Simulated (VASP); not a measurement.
Calculation: PBE GGA, VASP's PBE PAW potentials (set 64) (plane waves; VASP).

A VASP calculation is set up with these files.

INCAR:
```
LWAVE = .FALSE.
ENCUT = 300   ! plane-wave cut-off (eV)
EDIFF = 1E-6
ALGO = Normal
SIGMA = 0.272   ! width (eV)
GGA = PE   ! PBE
ISMEAR = 0   ! Gaussian
LASPH = .TRUE.   ! aspherical one-centre terms
ISIF = 2   ! forces and stress, cell fixed
PREC = Accurate
SYSTEM = GePt
LMAXMIX = 6
LREAL = .FALSE.
LCHARG = .FALSE.
NELM = 100
```

### POSCAR
```
GePt
1.0
  5.8435010000   0.0000000000   0.0000000000
  0.0000000000   3.7867260000   0.0000000000
  0.0000000000   0.0000000000   6.2044560000
Ge Pt
4 4
Cart
  4.7562007689   2.8400445000   3.6482821726
  1.0873002311   0.9466815000   2.5561738274
  4.0090507311   0.9466815000   0.5460541726
  1.8344502689   2.8400445000   5.6584018274
  0.0108104769   2.8400445000   1.1956607158
  5.8326905232   0.9466815000   5.0087952842
  2.9109400231   0.9466815000   4.2978887158
  2.9325609769   2.8400445000   1.9065672842
```

**KPOINTS**
```
Automatic
0
gamma
1 1 1
```

POTCAR, in this order: Ge_d Pt (PBE.64 set). Program: vasp_std.

What will the output report for the number of irreducible k-points (NKPTS), largest plane-wave count, number of space-group operations, FFT grid (NGX, NGY, NGZ)?

```
Property                                      Result
--------------------------------------  ------------
number of irreducible k-points (NKPTS)             1
largest plane-wave count                        1611
number of space-group operations                   8
FFT grid (NGX, NGY, NGZ)                36 × 24 × 36
```

The structure comes from a computed database's GePt entry; how it stands against other phases isn't given here. The cell was not relaxed at this level. The k-mesh is coarse (spacing up to 1.66 per Å, 2π included), so the numbers may not be converged in it. The run is one of a series of settings (KPOINTS 1×1×1 Γ-centred mesh against the base run), some of them coarse on purpose.
